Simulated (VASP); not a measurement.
# MgCl (Fm-3m) in VASP: density of states with PBE

Aim: the density of states of MgCl with PBE.

Program: VASP 6.6.1. These are calculated values, not measurements. Logs are shortened: lines on timing, memory, paths and dates and some standing lists are left out, and cuts for length are marked.

### 1 Starting point

The structure is cubic, space group Fm-3m (No. 225). Conventional cell: a = 5.616 Å, b = 5.616 Å, c = 5.616 Å, α = 90.00°, β = 90.00°, γ = 90.00°. Mg (site symmetry m-3m) is surrounded by 6 Cl at 2.81 Å. Around Cl (site symmetry m-3m) lie 6 Mg at 2.81 Å.

The cell was built by a generator and needn't be a form met in nature.

### 2 Density of states, PBE

POSCAR

```
MgCl
1.0
    0.0000000000      2.8077700000      2.8077700000
    2.8077700000      0.0000000000      2.8077700000
    2.8077700000      2.8077700000      0.0000000000
Mg Cl
1 1
Direct
    0.0000000000      0.0000000000      0.0000000000
    0.5000000000      0.5000000000      0.5000000000
```

INCAR.step1

```
PREC     = Accurate       # precision mode
ENCUT    = 520            # plane-wave cutoff, eV
EDIFF    = 1E-7           # SCF threshold, eV
ISMEAR   = -1             # smearing method
SIGMA    = 0.1            # smearing width, eV
LREAL    = False          # projectors in reciprocal space
LASPH    = True           # aspherical terms in the spheres
NELM     = 100            # most SCF steps
ALGO     = Normal         # electronic algorithm
ISIF     = 2              # what is computed and relaxed
LWAVE    = False          # write WAVECAR
LCHARG   = True           # write CHGCAR
GGA      = PE             # functional
NBANDS   = 12             # bands
```

KPOINTS.step1

```
Automatic mesh
0
Gamma
  10 10 10
```

INCAR.step2

```
PREC     = Accurate       # precision mode
ENCUT    = 520            # plane-wave cutoff, eV
EDIFF    = 1E-7           # SCF threshold, eV
ISMEAR   = -5             # smearing method
SIGMA    = 0.1            # smearing width, eV
LREAL    = False          # projectors in reciprocal space
LASPH    = True           # aspherical terms in the spheres
NELM     = 100            # most SCF steps
ALGO     = Normal         # electronic algorithm
ISIF     = 2              # what is computed and relaxed
LWAVE    = False          # write WAVECAR
LCHARG   = False          # write CHGCAR
GGA      = PE             # functional
LORBIT   = 10             # projections on sites
NEDOS    = 1001           # points of the DOS
ICHARG   = 11             # starting density
```

KPOINTS.step2

```
Automatic mesh
0
Gamma
  15 15 15
```

Potentials or basis: VASP PAW PBE potentials, release 64 (Mg, Cl).

Command:

```bash
cat potpaw_PBE.64/Mg/POTCAR potpaw_PBE.64/Cl/POTCAR > POTCAR
cp INCAR.step1 INCAR
cp KPOINTS.step1 KPOINTS
mpirun -np 1 vasp_std > vasp.out
cp INCAR.step2 INCAR
cp KPOINTS.step2 KPOINTS
mpirun -np 1 vasp_std > vasp.out
```

OUTCAR:

```text
PREC = Accurate
   ENCUT = 520
   EDIFF = 1E-7
   ISMEAR = -5
   LREAL = False
   LASPH = True
   NELM = 100
   ISIF = 2
   GGA = PE
   LORBIT = 10
   ICHARG = 11

 ion  position               nearest neighbor table
   1  0.000  0.000  0.000-   2 2.81   2 2.81   2 2.81   2 2.81   2 2.81   2 2.81
   2  0.500  0.500  0.500-   1 2.81   1 2.81   1 2.81   1 2.81   1 2.81   1 2.81

  LATTYP: Found a face centered cubic cell.
 ALAT       =     5.6155400000

  Lattice vectors:

 A1 = (   0.0000000000,   2.8077700000,   2.8077700000)
 A2 = (   2.8077700000,   0.0000000000,   2.8077700000)
 A3 = (   2.8077700000,   2.8077700000,   0.0000000000)

Analysis of symmetry for initial positions (statically):
=====================================================================
 Subroutine PRICEL returns:
 Original cell was already a primitive cell.

 Routine SETGRP: Setting up the symmetry group for a
 face centered cubic supercell.

 Subroutine GETGRP returns: Found 48 space group operations
 (whereof 48 operations were pure point group operations)
 out of a pool of 48 trial point group operations.

The static configuration has the point symmetry O_h .

Analysis of symmetry for dynamics (positions and initial velocities):
=====================================================================
 Subroutine PRICEL returns:
 Original cell was already a primitive cell.

 Routine SETGRP: Setting up the symmetry group for a
 face centered cubic supercell.

 Subroutine GETGRP returns: Found 48 space group operations
 (whereof 48 operations were pure point group operations)
 out of a pool of 48 trial point group operations.

The dynamic configuration has the point symmetry O_h .

 Subroutine INISYM returns: Found 48 space group operations
 (whereof 48 operations are pure point group operations),
 and found     1 'primitive' translations

----------------------------------------------------------------------------------------

                                     Primitive cell

  volume of cell :      44.2705

  direct lattice vectors                    reciprocal lattice vectors
     0.000000000  2.807770000  2.807770000    -0.178077264  0.178077264  0.178077264
     2.807770000  0.000000000  2.807770000     0.178077264 -0.178077264  0.178077264
     2.807770000  2.807770000  0.000000000     0.178077264  0.178077264 -0.178077264

  length of vectors
     3.970786414  3.970786414  3.970786414     0.308438869  0.308438869  0.308438869

  position of ions in fractional coordinates (direct lattice)
     0.000000000  0.000000000  0.000000000
     0.500000000  0.500000000  0.500000000

  ion indices of the primitive-cell ions
   primitive index   ion index
                 1           1
                 2           2

----------------------------------------------------------------------------------------

 KPOINTS: Automatic mesh

Automatic generation of k-mesh.
 Grid dimensions read from file:
 generate k-points for:   15   15   15

 Generating k-lattice:

  Cartesian coordinates                     Fractional coordinates (reciprocal lattice)
    -0.011871818  0.011871818  0.011871818     0.066666667  0.000000000  0.000000000
     0.011871818 -0.011871818  0.011871818     0.000000000  0.066666667  0.000000000
     0.011871818  0.011871818 -0.011871818     0.000000000  0.000000000  0.066666667

  Length of vectors
     0.020562591  0.020562591  0.020562591

  Shift w.r.t. Gamma in fractional coordinates (k-lattice)
     0.000000000  0.000000000  0.000000000

 TETIRR: Found    484 inequivalent tetrahedra from    20250

 Subroutine IBZKPT returns following result:
 ===========================================

 Found    120 irreducible k-points:

 Following reciprocal coordinates:
            Coordinates               Weight
  0.000000  0.000000  0.000000      1.000000
  0.066667  0.000000  0.000000      8.000000
  0.133333  0.000000  0.000000      8.000000
  0.200000  0.000000  0.000000      8.000000
  0.266667  0.000000  0.000000      8.000000
  0.333333  0.000000  0.000000      8.000000
[... 16 lines left out ...]
  0.133333  0.133333  0.000000      6.000000
  0.200000  0.133333  0.000000     24.000000
 [... further k-points ...]
   k-points           NKPTS =    120   k-points in BZ     NKDIM =    120   number of bands    NBANDS=      8
   number of dos      NEDOS =   1001   number of ions     NIONS =      2
   total plane-waves  NPLWV =  27000
   dimension x,y,z NGX =    30 NGY =   30 NGZ =   30
   dimension x,y,z NGXF=    60 NGYF=   60 NGZF=   60
   ions per type =               1   1
   NGX,Y,Z   is equivalent  to a cutoff of  12.56, 12.56, 12.56 a.u.
   NGXF,Y,Z  is equivalent  to a cutoff of  25.12, 25.12, 25.12 a.u.
 SYSTEM =  unknown system
   PREC   = accura    normal or accurate (medium, high low for compatibility)
   ISTART =      0    job   : 0-new  1-cont  2-samecut
   ICHARG =     11    charge: 1-file 2-atom 10-const
   ISPIN  =      1    spin polarized calculation?
   LNONCOLLINEAR =      F non collinear calculations
   LSORBIT =      F    spin-orbit coupling
   LASPH  =      T    aspherical Exc in radial PAW
   ENCUT  =  520.0 eV  38.22 Ry    6.18 a.u.   7.38  7.38  7.38*2*pi/ulx,y,z
   NELM   =    100;   NELMIN=  2; NELMDL=  0     # of ELM steps
   EDIFF  = 0.1E-06   stopping-criterion for ELM
   LREAL  =      F    real-space projection
   EDIFFG = 0.1E-05   stopping-criterion for IOM
   NSW    =      0    number of steps for IOM
   IBRION =     -1    ionic relax: 0-MD 1-quasi-New 2-CG
   NFREE  =      0    steps in history (QN), initial steepest desc. (CG)
   ISIF   =      2    stress and relaxation
   ISYM   =      2    0-nonsym 1-usesym 2-fastsym
   POTIM  = 0.5000    time-step for ionic-motion
   TEBEG  =    0.0;   TEEND  =   0.0 temperature during run
   PSTRESS=    0.0 pullay stress
   NELECT =       9.0000    total number of electrons
   NUPDOWN=      -1.0000    fix difference up-down
   EMIN   =  10.00;   EMAX   =-10.00  energy-range for DOS
   EFERMI =   0.00;   METHOD = LEGACY
   ISMEAR =    -5;   SIGMA  =   0.10  broadening in eV -4-tet -1-fermi 0-gaus
   EFERMI_NEDOS =   21; number of points for ismear=-14 and -15
   IALGO  =     38    algorithm
   IMIX   =      4    mixing-type and parameters
     AMIX     =   0.40;   BMIX     =  1.00
     AMIX_MAG =   1.60;   BMIX_MAG =  1.00
  volume/ion in A,a.u.               =      22.14       149.38
  Fermi-wavevector in a.u.,A,eV,Ry     =   0.962611  1.819071 12.607429  0.926620
  Thomas-Fermi vector in A             =   2.092085
   LORBIT       =     10    0 simple, 1 ext, 2 COOP (PROOUT), +10 PAW based schemes
   GGA     = PE    functional components
   LHFCALC =     F    Hartree Fock is set to
   AEXX    =    0.0000 exact exchange contribution
   IVDW    =     0    specifies the selected vdW correction
   LEPSILON=     F    determine dielectric tensor
   LRPA    =     F    only Hartree local field effects (RPA)
 non-spin polarized calculation
 Fermi weights with tetrahedron method with Bloechl corrections
  energy-cutoff  :      520.00
  volume of cell :       44.27
 maximum number of plane-waves:      1243
 NGX is ok and might be reduce to    30

 number of electron       8.9999998 magnetization

 Free energy of the ion-electron system (eV)
  ---------------------------------------------------
  ext. energy  EPLUGINS =         0.00000000
  ---------------------------------------------------
  free energy    TOTEN  =        -4.60168494 eV

  energy without entropy =       -4.60168494  energy(sigma->0) =       -4.60168494

 E-fermi :   5.3323     XC(G=0):  -8.7819

 val. band max:        5.3416350594   @ k =   0.4667   0.2667   0.0667
 cond. band min:       5.3252504382   @ k =   0.4667   0.0000   0.0000
 fundamental gap:     -0.0163846211
 Fermi energy:         5.3323313761

 k-point     1 :       0.0000    0.0000    0.0000
  band No.  band energies     occupation
      1     -13.2614      2.00000
      2      -0.5645      2.00000
      3      -0.5645      2.00000
      4      -0.5645      2.00000
      5       2.4922      2.00000
      6       9.9207      0.00000
      7       9.9207      0.00000
      8       9.9207      0.00000

 k-point     2 :       0.0667    0.0000    0.0000
  band No.  band energies     occupation
      1     -13.2462      2.00000
      2      -0.7481      2.00000
      3      -0.5758      2.00000
      4      -0.5758      2.00000
      5       2.7024      2.00000
      6       9.6804      0.00000
      7       9.9669      0.00000
      8       9.9669      0.00000

 k-point     3 :       0.1333    0.0000    0.0000
  band No.  band energies     occupation
      1     -13.2028      2.00000
      2      -1.1800      2.00000
      3      -0.6075      2.00000
      4      -0.6075      2.00000
      5       3.2087      2.00000
      6       9.1735      0.00000
      7       9.9848      0.00000
      8       9.9848      0.00000
[... 210 lines left out ...]
 k-point    23 :       0.1333    0.1333    0.0000
  band No.  band energies     occupation
      1     -13.1838      2.00000
      2      -1.1943      2.00000
      3      -0.7047      2.00000
      4      -0.7047      2.00000
      5       3.4202      2.00000
      6       9.0087      0.00000
      7       9.7422      0.00000
      8      10.1417      0.00000

 k-point    24 :       0.2000    0.1333    0.0000
  band No.  band energies     occupation
      1     -13.1358      2.00000
      2      -1.5171      2.00000
      3      -0.7711      2.00000
      4      -0.7556      2.00000
      5       3.8666      2.00000
      6       8.6444      0.00000
      7       9.1221      0.00000
      8      10.1754      0.00000

 [... further k-points ...]

------------------------ aborting loop because EDIFF is reached ----------------------------------------

  FORCE on cell =-STRESS in cart. coord.  units (eV):
  Direction    XX          YY          ZZ          XY          YZ          ZX
  --------------------------------------------------------------------------------------
  -------------------------------------------------------------------------------------
  Total        1.2904550      1.2904550      1.2904550     -0.0000000      0.0000000      0.0000000
  in kB       46.7023646     46.7023646     46.7023646     -0.0000000      0.0000000      0.0000000
  external PRESSURE =      46.7023646 kB  Pullay stress =       0.0000000 kB

 VOLUME and BASIS-vectors are now :
 -----------------------------------------------------------------------------
  energy-cutoff  :      520.00
  volume of cell :       44.27
      direct lattice vectors                 reciprocal lattice vectors
     0.000000000  2.807770000  2.807770000    -0.178077264  0.178077264  0.178077264
     2.807770000  0.000000000  2.807770000     0.178077264 -0.178077264  0.178077264
     2.807770000  2.807770000  0.000000000     0.178077264  0.178077264 -0.178077264

 POSITION                                       TOTAL-FORCE (eV/Angst)
 -----------------------------------------------------------------------------------
      0.00000      0.00000      0.00000         0.000000      0.000000      0.000000
      2.80777      2.80777      2.80777        -0.000000     -0.000000     -0.000000
 -----------------------------------------------------------------------------------
    total drift:                                0.000000     -0.000000      0.000000

  FREE ENERGIE OF THE ION-ELECTRON SYSTEM (eV)
  ---------------------------------------------------
  free  energy   TOTEN  =        -4.6016849384 eV

  energy  without entropy=       -4.6016849384  energy(sigma->0) =       -4.60168494

 total charge

# of ion       s       p       d       tot
------------------------------------------
    1        0.247   0.063   0.014   0.324
    2        1.636   3.468   0.000   5.104
--------------------------------------------------
tot          1.883   3.531   0.014   5.428
```

Run time: 21 s. Hardware: 1 thread of Intel Xeon 6975P-C (Granite Rapids), shared host; peak memory 0.19 GiB.

What came out:

| Quantity | Value |
| --- | --- |
| Valence electrons inside the program's atomic spheres | Mg 0.32; Cl 5.10 |

States per cell in windows of 0.5 eV (zero at the Fermi level; states under -8 eV left out):
```csv
from (eV),total,Cl2_p,Mg1_p,Mg1_s,Cl2_s,Mg1_d,Cl2_d
-8.0,1.42,0.66,0.01,0.04,0.01,0.00,0.00
-7.5,0.66,0.34,0.01,0.01,0.00,0.00,0.00
-7.0,1.47,0.85,0.01,0.01,0.00,0.00,0.00
-6.5,2.04,1.29,0.01,0.00,0.00,0.01,0.00
-6.0,0.12,0.08,0.00,0.00,0.00,0.00,0.00
-5.5,0.00,0.00,0.00,0.00,0.00,0.00,0.00
-5.0,0.00,0.00,0.00,0.00,0.00,0.00,0.00
-4.5,0.00,0.00,0.00,0.00,0.00,0.00,0.00
-4.0,0.00,0.00,0.00,0.00,0.00,0.00,0.00
-3.5,0.00,0.00,0.00,0.00,0.00,0.00,0.00
-3.0,0.01,0.00,0.00,0.00,0.00,0.00,0.00
-2.5,0.03,0.00,0.00,0.00,0.00,0.00,0.00
-2.0,0.05,0.01,0.00,0.01,0.01,0.00,0.00
-1.5,0.11,0.01,0.00,0.02,0.01,0.00,0.00
-1.0,0.32,0.03,0.00,0.06,0.02,0.00,0.00
-0.5,0.49,0.06,0.01,0.09,0.02,0.00,0.00
0.0,0.63,0.07,0.02,0.10,0.02,0.00,0.00
0.5,0.37,0.04,0.01,0.05,0.01,0.00,0.00
1.0,0.12,0.01,0.01,0.01,0.00,0.00,0.00
1.5,0.67,0.06,0.03,0.04,0.01,0.01,0.00
2.0,0.82,0.08,0.04,0.04,0.01,0.01,0.00
2.5,0.66,0.07,0.04,0.01,0.01,0.01,0.00
3.0,1.38,0.20,0.10,0.01,0.01,0.02,0.00
3.5,0.82,0.06,0.10,0.00,0.00,0.01,0.00
4.0,0.82,0.05,0.11,0.00,0.00,0.01,0.00
4.5,0.45,0.03,0.05,0.00,0.00,0.01,0.00
5.0,0.17,0.02,0.02,0.00,0.00,0.00,0.00
5.5,0.08,0.01,0.01,0.00,0.00,0.00,0.00
6.0,0.02,0.00,0.00,0.00,0.00,0.00,0.00
6.5,0.00,0.00,0.00,0.00,0.00,0.00,0.00
```

Caveat: an odd number of electrons without spin polarisation forces a metal; a magnetic or distorted state may lie lower; tetrahedron occupations give inexact forces and stress in metals.
